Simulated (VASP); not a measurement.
Set up this calculation in VASP 6.6.1, as the native input.

- Task: relaxation of cell and atoms
- Functional: PBE
- Potentials or basis: VASP PAW PBE potentials, release 64 (Rb_sv, Ge_d, N)
- Cutoff: 600 eV
- k mesh: 6 × 6 × 6
- Occupations: fermi-dirac, width 0.05 eV
- Spin: no spin polarisation
- Target pressure: 5 GPa
- Further INCAR settings: ALGO = Normal; EDIFF = 1e-06; IBRION = 2; EDIFFG = -0.02; NSW = 60; ISIF = 3
- Target pressure: 5 GPa

The structure of RbGeN lies in POSCAR:

```
RbGeN
1.0
   -2.5348500000      2.5348500000      6.3817200000
    2.5348500000     -2.5348500000      6.3817200000
    2.5348500000      2.5348500000     -6.3817200000
Rb Ge N
2 2 2
Direct
    0.5503900000      0.5503900000      0.0000000000
    0.3003900000      0.8003900000      0.5000000000
    0.0299400000      0.0299400000      0.0000000000
    0.7799400000      0.2799400000      0.5000000000
    0.1655800000      0.1655800000      0.0000000000
    0.9155800000      0.4155800000      0.5000000000
```

The cell was built by a generator and needn't be a form met in nature.

The input as run:

INCAR

```
PREC     = Accurate       # precision mode
ENCUT    = 600            # plane-wave cutoff, eV
EDIFF    = 1E-6           # SCF threshold, eV
ISMEAR   = -1             # smearing method
SIGMA    = 0.05           # smearing width, eV
LREAL    = F              # projectors in reciprocal space
LASPH    = T              # aspherical terms in the spheres
NELM     = 60             # most SCF steps
ALGO     = Normal         # electronic algorithm
ISIF     = 3              # what is computed and relaxed
LWAVE    = F              # write WAVECAR
LCHARG   = F              # write CHGCAR
GGA      = PE             # functional
IBRION   = 2              # ionic algorithm
NSW      = 60             # ionic steps
EDIFFG   = -0.02          # ionic threshold
PSTRESS  = 50
```

KPOINTS

```
Automatic mesh
0
Gamma
  6 6 6
```

Potentials or basis: VASP PAW PBE potentials, release 64 (Rb_sv, Ge_d, N).

Run with:

```sh
$ cat potpaw_PBE.64/Rb_sv/POTCAR potpaw_PBE.64/Ge_d/POTCAR potpaw_PBE.64/N/POTCAR > POTCAR
$ mpirun -np 1 vasp_std > vasp.out
```

Results of the run:

The relaxed volume is 21.31 Å³/atom. The relaxed cell is a = 6.803 Å, b = 6.803 Å, c = 6.803 Å, α = 140.21°, β = 140.21°, γ = 57.54° and the space group after relaxing (to 0.05 Å) is I4_1md (No. 109). The energy change on relaxing (the enthalpy is what falls) is +70.7 meV/atom and the ionic steps are 26. The pressure after relaxing is 5.0 GPa, the largest force after relaxing is 0.012 eV/Å and the band gap on the k mesh is 1.06 eV, indirect (least direct gap 1.20 eV).

Caveat: the cell is relaxed towards a set pressure, so the enthalpy falls and the energy may rise; the volume moved by over 15 % at a fixed basis, so the end points are rough.

Wall time 46 min on 1 thread of Intel(R) Xeon(R) 6975P-C (Granite Rapids) (shared host), peak memory 0.67 GiB.
